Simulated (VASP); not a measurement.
Energy against volume of Gd (hcp). Level of theory: r2SCAN meta-GGA, VASP's PBE PAW potentials (set 64) (plane waves; VASP). Run with 520 eV cut-off, 11×11×7 Γ-centred mesh, first-order Methfessel-Paxton smearing of 0.10 eV, potentials Gd_3.

The 4f electrons are frozen in the core of the lanthanide potential, so 4f levels, which can set the real gap, and their magnetism are missing.

Shape and ions are relaxed at each volume.

```tsv
V (Å³/atom)	E (eV/atom)
32.369	-30.59535
33.370	-30.59756
34.371	-30.59341
35.372	-30.58362
```

Task: Fit these four points and predict the energy of the run at 31.367 Å³/atom.

Result: A cubic in V^(−2/3), the third-order Birch-Murnaghan form, passes through the four points with V0 = 33.20 Å³/atom and B0 = 34 GPa, and gives -30.5860 eV/atom there. The run gave -30.5855 eV/atom, +0.5 meV/atom from the fit; all five points give B0 = 35 GPa.

The compound is Gd in the hcp structure. It was relaxed first.
